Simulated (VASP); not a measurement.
All values below come from AM05 GGA, VASP's PBE PAW potentials (set 64) (plane waves; VASP).

VASP ran on this input.

POSCAR:
```
CeO2
1
    0.0000000000     2.7004958896     2.7004958896
    2.7004958896     0.0000000000     2.7004958896
    2.7004958896     2.7004958896     0.0000000000
Ce O
1 2
Direct
  0.0000000000   0.0000000000   0.0000000000
  0.2500000000   0.2500000000   0.2500000000
  0.7500000000   0.7500000000   0.7500000000
```

**KPOINTS**
```
k-points along high-symmetry lines
15
Line-mode
Reciprocal
  0.000000   0.000000   0.000000 ! GAMMA
  0.500000   0.000000   0.500000 ! X

  0.500000   0.000000   0.500000 ! X
  0.625000   0.250000   0.625000 ! U

  0.375000   0.375000   0.750000 ! K
  0.000000   0.000000   0.000000 ! GAMMA

  0.000000   0.000000   0.000000 ! GAMMA
  0.500000   0.500000   0.500000 ! L

  0.500000   0.500000   0.500000 ! L
  0.500000   0.250000   0.750000 ! W

  0.500000   0.250000   0.750000 ! W
  0.500000   0.000000   0.500000 ! X
```

**INCAR**
```
ALGO=Normal
EDIFF=1E-7
ENCUT=520
GGA=AM
ICHARG=11
ISMEAR=0
LASPH=T
LCHARG=F
LMAXMIX=6
LORBIT=11
LREAL=F
LWAVE=F
NELM=100
PREC=Accurate
SIGMA=0.05
SYSTEM=CeO2
```

POTCAR, in this order: Ce O (PBE.64 set). Program: vasp_std. Read from the step before: CHGCAR.

Output of the run:

OSZICAR:
```
       N       E                     dE             d eps       ncg     rms          rms(c)
DAV:   1     0.181679901697E+03    0.18168E+03   -0.11925E+04  2904   0.208E+03
DAV:   2     0.503565546020E+01   -0.17664E+03   -0.17119E+03  3880   0.291E+02
DAV:   3    -0.255152093071E+02   -0.30551E+02   -0.29325E+02  4216   0.133E+02
DAV:   4    -0.269205204164E+02   -0.14053E+01   -0.12975E+01  3856   0.287E+01
DAV:   5    -0.270076821064E+02   -0.87162E-01   -0.87158E-01  4672   0.644E+00
DAV:   6    -0.270139741087E+02   -0.62920E-02   -0.62920E-02  4288   0.137E+00
DAV:   7    -0.270141648249E+02   -0.19072E-03   -0.19072E-03  4712   0.296E-01
DAV:   8    -0.270141731845E+02   -0.83597E-05   -0.83597E-05  4552   0.620E-02
DAV:   9    -0.270141739517E+02   -0.76711E-06   -0.76710E-06  4832   0.166E-02
DAV:  10    -0.270141740314E+02   -0.79736E-07   -0.79717E-07  4056   0.436E-03
   1 F= -.27014174E+02 E0= -.27014174E+02  d E =-.106272E-16
```

### OUTCAR
```
 val. band max:        5.3312108802   @ k =   0.2679   0.2679   0.5357

 cond. band min:       7.2862461899   @ k =   0.5000   0.5000   0.5000



 k-point     1 :       0.0000    0.0000    0.0000
  band No.  band energies     occupation
      1     -27.0894      2.00000
      2     -10.8953      2.00000
      3      -9.9159      2.00000
      4      -9.2237      2.00000
      5      -9.2237      2.00000
      6      -9.2237      2.00000
      7       1.3584      2.00000
      8       1.3584      2.00000
      9       1.3584      2.00000
     10       4.6829      2.00000
     11       4.6829      2.00000
     12       4.6829      2.00000
     13       7.5998      0.00000
     14       7.5998      0.00000
     15       7.5998      0.00000
     16       7.8907      0.00000

 k-point     2 :       0.0357    0.0000    0.0357
  band No.  band energies     occupation
      1     -27.0858      2.00000
      2     -10.9773      2.00000
      3      -9.9274      2.00000
      4      -9.2324      2.00000
      5      -9.2324      2.00000
      6      -9.1346      2.00000
      7       1.3803      2.00000
      8       1.3803      2.00000
      9       1.3955      2.00000
     10       4.6297      2.00000
     11       4.6939      2.00000
     12       4.6939      2.00000
     13       7.5949      0.00000
     14       7.6007      0.00000
     15       7.6007      0.00000
     16       7.8929      0.00000

 k-point     3 :       0.0714    0.0000    0.0714
  band No.  band energies     occupation
      1     -27.0752      2.00000
      2     -11.1834      2.00000
      3      -9.9604      2.00000
      4      -9.2580      2.00000
      5      -9.2580      2.00000
      6      -8.9077      2.00000
      7       1.4455      2.00000
      8       1.4455      2.00000
      9       1.5052      2.00000
     10       4.4750      2.00000
     11       4.7259      2.00000
     12       4.7259      2.00000
     13       7.5807      0.00000
     14       7.6035      0.00000
...
```

The density is held fixed in this step, so its total energy and stress have no physical meaning.

The compound is CeO2 in the fluorite structure. It was relaxed first. The run is not spin-polarised, so no magnetic state was tried.
